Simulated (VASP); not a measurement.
VASP input:

**INCAR**
```
# general
SYSTEM  = LaO
PREC    = Accurate
ENCUT   = 520
LREAL   = F
LASPH   = T

# electronic loop
EDIFF   = 1E-6
NELM    = 100
ALGO    = Normal
LMAXMIX = 6

# smearing
ISMEAR  = 1
SIGMA   = 0.1

# functional
GGA     = PS

# ions
IBRION  = 2
NSW     = 60
ISIF    = 3
EDIFFG  = -0.01

# output
LWAVE   = F
LCHARG  = F
```

**KPOINTS**
```
Regular mesh
0
gamma
 11 11 11
0 0 0
```

**POSCAR**
```
LaO
1
    3.1064111050    -0.0000000000    -0.0000000000
   -0.0000000000     3.1064111050    -0.0000000000
    0.0000000000    -0.0000000000     3.1064111050
La O
1 1
Direct
  0.0000000000   0.0000000000   0.0000000000
  0.5000000000   0.5000000000   0.5000000000
```

POTCAR, in this order: La O (PBE.64 set). Program: vasp_std.

### Question
Translate this PBEsol calculation to Quantum ESPRESSO's pw.x.

### Answer
One equivalent input (not run):
```
&CONTROL
  calculation = 'vc-relax'
  pseudo_dir = './pseudo'
  outdir = './out'
  tprnfor = .true.
  tstress = .true.
  nstep = 60
  forc_conv_thr = 0.00039
/
&SYSTEM
  ibrav = 0
  nat = 2
  ntyp = 2
  ecutwfc = 110
  occupations = 'smearing'
  smearing = 'methfessel-paxton'
  degauss = 0.00735
  input_dft = 'pbesol'
/
&ELECTRONS
  conv_thr = 7.3e-08
  electron_maxstep = 100
/
&IONS
/
&CELL
/
ATOMIC_SPECIES
  La 138.905 La.upf
  O 15.999 O.upf
CELL_PARAMETERS angstrom
     3.1064111   -0.0000000   -0.0000000
    -0.0000000    3.1064111   -0.0000000
     0.0000000   -0.0000000    3.1064111
ATOMIC_POSITIONS crystal
  La   0.0000000  0.0000000  0.0000000
  O    0.5000000  0.5000000  0.5000000
K_POINTS automatic
  11 11 11 0 0 0
```
Limits of the translation: the potentials are each code's own (VASP's PAW set, PseudoDojo norm-conserving files in pw.x), so ENCUT and ecutwfc are chosen apart and not converted; conv_thr bounds pw.x's estimated SCF error, while EDIFF bounds the energy change between steps; forc_conv_thr acts on force components and is met together with etot_conv_thr.

The structure was generated: LaO was put into the CsCl type type (Pm-3m), which need not be its known phase. It was relaxed first, which changed the volume by -33 %. The start is the result of an earlier pass.
